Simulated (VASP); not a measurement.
AlSn under changes of volume

One of the cells (24.297 Å³/atom); the others are scaled copies at fixed shape and fractional positions:

```
Sn Al
1.0
     4.12532    0.00000    0.00000
    -2.06266    3.57264    0.00000
     0.00000    0.00000    3.29715
Sn Al
1 1
Direct
  0.33333 0.66667 0.50000
  0.00000 0.00000 0.00000
```

The cell comes from a database or a generator and needn't be the stable form of this composition.

| Quantity | Value |
| --- | --- |
| Program | VASP 6.6.1 |
| Functional | PBE |
| Dispersion | D3(BJ) |
| Potentials or basis | VASP PAW PBE potentials, release 64 (Sn_d, Al) |
| Cutoff | 520 eV |
| k mesh | 6 × 6 × 8 |
| Occupations | fermi-dirac, width 0.05 eV |
| Spin | no spin polarisation |

| volume (Å³/atom) | energy over the lowest point (meV/atom) | pressure (GPa) |
| --- | --- | --- |
| 23.325 | ? | ? |
| 23.811 | 1.83 | 1.1 |
| 24.297 | 0.00 | 0.0 |
| 24.783 | 1.57 | -1.1 |
| 25.269 | 6.21 | -2.0 |

Q: What does the run at 23.325 Å³/atom give?

A: Energy over the lowest point 7.40 meV/atom; pressure 2.4 GPa.

Worked out: A Birch-Murnaghan fit of order 2 (a polynomial in V^(-2/3)) to the other rows has its minimum at 24.31 Å³/atom with B0 = V·E''(V) = 56 GPa at fixed shape and positions, which overstates the stiffness. It gives 7.41 meV/atom at 23.325 Å³/atom, against the run's 7.40, and -dE/dV = 2.5 GPa, against 2.4.

Energies are extrapolated to zero smearing.

Caveats: pairwise dispersion overbinds metals, which lowers pressure and volume.
